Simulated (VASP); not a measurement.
Calculation: RPA correlation on PBE orbitals, VASP's PBE PAW potentials (set 64) (plane waves; VASP).

Input for VASP

File KPOINTS:
```
Automatic mesh
0
G
6 6 6
0 0 0
```

File POSCAR:
```
Si
3.9400890
  0.0000000000   0.7071068699   0.7071068699
  0.7071068699   0.0000000000   0.7071068699
  0.7071068699   0.7071068699   0.0000000000
Si
2
direct
  0.0000000000   0.0000000000   0.0000000000
  0.2500000000   0.2500000000   0.2500000000
```

**INCAR**
```
SIGMA=0.01   # width (eV)
GGA=PE   # PBE
PREC=Normal
NBANDS=654
ISMEAR=0
ALGO=ACFDT
LREAL=.False.   # projection in real space or not
ENCUT=350
LCHARG=.False.
LWAVE=.False.
SYSTEM=Si
ENCUTGW=220
NOMEGA=12
LASPH=.True.   # aspherical one-centre terms
```

POTCAR, in this order: Si_GW (PBE.64 set). Program: vasp_std. Read from the step before: WAVECAR, WAVEDER.

The run wrote:

OUTCAR:
```
 ion  position               nearest neighbor table
   1  0.000  0.000  0.000-   2 2.41   2 2.41   2 2.41   2 2.41
   2  0.250  0.250  0.250-   1 2.41   1 2.41   1 2.41   1 2.41
  LATTYP: Found a face centered cubic cell.
 ALAT       =     5.5721280000
 Subroutine PRICEL returns:
 Original cell was already a primitive cell.
 Subroutine GETGRP returns: Found 48 space group operations
The static configuration has the point symmetry T_d .
 The point group associated with its full space group is O_h .
The dynamic configuration has the point symmetry T_d .
 Subroutine INISYM returns: Found 48 space group operations
 Subroutine IBZKPT returns following result:
 Found     16 irreducible k-points:

 Following reciprocal coordinates:
            Coordinates               Weight
  0.000000  0.000000  0.000000      1.000000
  0.166667  0.000000  0.000000      8.000000
  0.333333  0.000000  0.000000      8.000000
  0.500000  0.000000  0.000000      4.000000
  0.166667  0.166667  0.000000      6.000000
  0.333333  0.166667  0.000000     24.000000
  0.500000  0.166667  0.000000     24.000000
 -0.333333  0.166667  0.000000     24.000000
...
```

OSZICAR:
```
energies w=
    0.000    0.204    0.000    0.669    0.000    1.323    0.000    2.373
    0.000    4.175    0.000    7.398    0.000   13.330    0.000   24.555
    0.000   46.465    0.000   91.050    0.000  189.465    0.000  475.384
NQ=   1    0.0000    0.0000    0.0000,
 performed       6675000 updates of chi_q(r,r)
NQ=   2    0.1667    0.0000    0.0000,
 performed      13350000 updates of chi_q(r,r)
NQ=   3    0.3333    0.0000    0.0000,
 performed      20025000 updates of chi_q(r,r)
NQ=   4    0.5000    0.0000    0.0000,
 performed      26700000 updates of chi_q(r,r)
NQ=   5    0.1667    0.1667    0.0000,
 performed      33375000 updates of chi_q(r,r)
NQ=   6    0.3333    0.1667    0.0000,
 performed      40050000 updates of chi_q(r,r)
NQ=   7    0.5000    0.1667    0.0000,
 performed      46725000 updates of chi_q(r,r)
NQ=   8   -0.3333    0.1667    0.0000,
 performed      53400000 updates of chi_q(r,r)
NQ=   9   -0.1667    0.1667    0.0000,
 performed      60075000 updates of chi_q(r,r)
NQ=  10    0.3333    0.3333    0.0000,
 performed      66750000 updates of chi_q(r,r)
NQ=  11    0.5000    0.3333    0.0000,
 performed      73425000 updates of chi_q(r,r)
NQ=  12   -0.3333    0.3333    0.0000,
 performed      80100000 updates of chi_q(r,r)
NQ=  13    0.5000    0.5000    0.0000,
 performed      86775000 updates of chi_q(r,r)
NQ=  14    0.5000    0.3333    0.1667,
 performed      93450000 updates of chi_q(r,r)
NQ=  15   -0.3333    0.3333    0.1667,
 performed     100125000 updates of chi_q(r,r)
NQ=  16   -0.3333    0.5000    0.1667,
 performed     106800000 updates of chi_q(r,r)
```

File OUTCAR:
```


      cutoff energy     smooth cutoff   RPA   correlation   Hartree contr. to MP2
---------------------------------------------------------------------------------
            220.000           176.000      -11.9395486972      -20.4279219186
            209.524           167.619      -11.9159468369      -20.4031996654
            199.547           159.637      -11.8905391572      -20.3765533488
            190.044           152.035      -11.8632903395      -20.3479395731
            180.995           144.796      -11.8340409777      -20.3171838221
            172.376           137.901      -11.8025918620      -20.2840625502
            164.167           131.334      -11.7688820313      -20.2484925731
            156.350           125.080      -11.7325748736      -20.2100911183
  linear regression
  converged value                          -12.2486683267      -20.7533808078
```
(Selected blocks of OUTCAR.)

The mesh is coarse, so the correlation energy is not converged in k-points.

The compound is Si in the diamond structure. This cell is one point of a volume scan, at 1.08 of the reference volume.
